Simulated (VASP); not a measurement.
# HoRu2P2 (space group I4/mmm): computed properties

These are PBEsol GGA, VASP's PBE PAW potentials (set 64) (plane waves; VASP) values and carry that method's errors.

```json
{
  "space_group": "I4/mmm (139)",
  "cell": "a = b = 4.0018 Å, c = 9.4206 Å, α = β = γ = 90.00°",
  "volume_per_atom": "15.09 Å³/atom",
  "band gap (over mesh and band path)": "none (metal, semimetal or under 0.01 eV)",
  "density": "9.44 g/cm³"
}
```

```yaml
crystal:
  lattice:
    - [-2.00092, 2.00092, 4.71028]
    - [2.00092, -2.00092, 4.71028]
    - [2.00092, 2.00092, -4.71028]
  atoms:
    - { symbol: Ho, position: [0.00000, 0.00000, 0.00000] }
    - { symbol: P, position: [0.37613, 0.37613, 0.00000] }
    - { symbol: P, position: [0.62387, 0.62387, 0.00000] }
    - { symbol: Ru, position: [0.25000, 0.75000, 0.50000] }
    - { symbol: Ru, position: [0.75000, 0.25000, 0.50000] }
```

The 4f electrons are frozen in the core of the lanthanide potential, so 4f levels, which can set the real gap, and their magnetism are missing.

The structure comes from a computed database's HoRu2P2 entry (I4/mmm); how it stands against other phases isn't given here. It was relaxed first. Symmetry was kept, so distortions that lower it aren't found. The electron count is odd and the run is not spin-polarised, which forces a metal.
